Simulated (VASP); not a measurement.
OSZICAR of a VASP run on Ir (fcc):

**OSZICAR**
```
       N       E                     dE             d eps       ncg     rms          rms(c)
DAV:   1     0.321381535362E+02    0.32138E+02   -0.38854E+03  1256   0.818E+02
DAV:   2    -0.891796407137E+01   -0.41056E+02   -0.38731E+02  1168   0.181E+02
DAV:   3    -0.941385248242E+01   -0.49589E+00   -0.49543E+00  1704   0.267E+01
DAV:   4    -0.941659454545E+01   -0.27421E-02   -0.27421E-02  1480   0.143E+00
DAV:   5    -0.941661010592E+01   -0.15560E-04   -0.15560E-04  1680   0.629E-02    0.151E+01
DAV:   6    -0.895380343748E+01    0.46281E+00   -0.95117E-01  1304   0.135E+01    0.624E+00
DAV:   7    -0.886394637989E+01    0.89857E-01   -0.32237E-01  1472   0.736E+00    0.153E+00
DAV:   8    -0.885992529419E+01    0.40211E-02   -0.15966E-03  1272   0.599E-01    0.916E-01
DAV:   9    -0.885749677109E+01    0.24285E-02   -0.18680E-03  1464   0.708E-01    0.121E-02
DAV:  10    -0.885750194818E+01   -0.51771E-05   -0.51703E-06  1488   0.254E-02    0.903E-03
DAV:  11    -0.885750345542E+01   -0.15072E-05   -0.71761E-07  1256   0.775E-03    0.536E-04
DAV:  12    -0.885750340159E+01    0.53835E-07   -0.13206E-08   640   0.140E-03
   1 F= -.88575034E+01 E0= -.88577753E+01  d E =0.815636E-03
```

Which electronic solver shows in the log?

It is blocked Davidson (ALGO = Normal, or the opening steps of other solvers). The INCAR had ALGO = Normal.

Can the final energy be trusted as converged?

Self-consistency was reached. It stopped with EDIFF = 1E-6, NELM = 100 (PBE GGA, plane waves, VASP's PBE PAW potentials (set 64)).

The compound is Ir in the fcc structure. The cell was not relaxed at this level.
